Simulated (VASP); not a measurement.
The system is Si.

```
Si
1.0
     0.00000    2.71356    2.71356
     2.71356    0.00000    2.71356
     2.71356    2.71356    0.00000
Si
2
Direct
  0.75000 0.75000 0.75000
  0.50000 0.50000 0.50000
```

| Quantity | Value |
| --- | --- |
| Program | VASP 6.6.1 |
| Task | relaxation of cell and atoms |
| Functional | PBE |
| Potentials or basis | VASP PAW PBE potentials, release 64 (Si) |
| Cutoff | 600 eV |
| k mesh | 12 × 12 × 12 |
| Occupations | gaussian, width 0.03 eV |
| Spin | no spin polarisation |

At the start: pressure 2.1 GPa; volume 19.98 Å³/atom.

Q: How do energy, volume and symmetry change on relaxing?

A: Over 3 steps the energy falls by 3.0 meV/atom and the volume is 20.44 Å³/atom (+2.3 %); space group Fd-3m (No. 227, to 0.05 Å).

Step by step:
```
step  energy change (eV)  largest force (eV/Å)  pressure (GPa)  volume (Å³)
   1              0.0000                0.0000            2.15        39.96
   2             -0.0033                0.0000           -1.34        41.53
   3             -0.0060                0.0000            0.01        40.89
```

Final structure:
```xyz
2
Lattice="0.0000 2.7343 2.7343 2.7343 0.0000 2.7343 2.7343 2.7343 0.0000" Properties=species:S:1:pos:R:3 pbc="T T T"
Si    4.1014    4.1014    4.1014
Si    2.7343    2.7343    2.7343
```
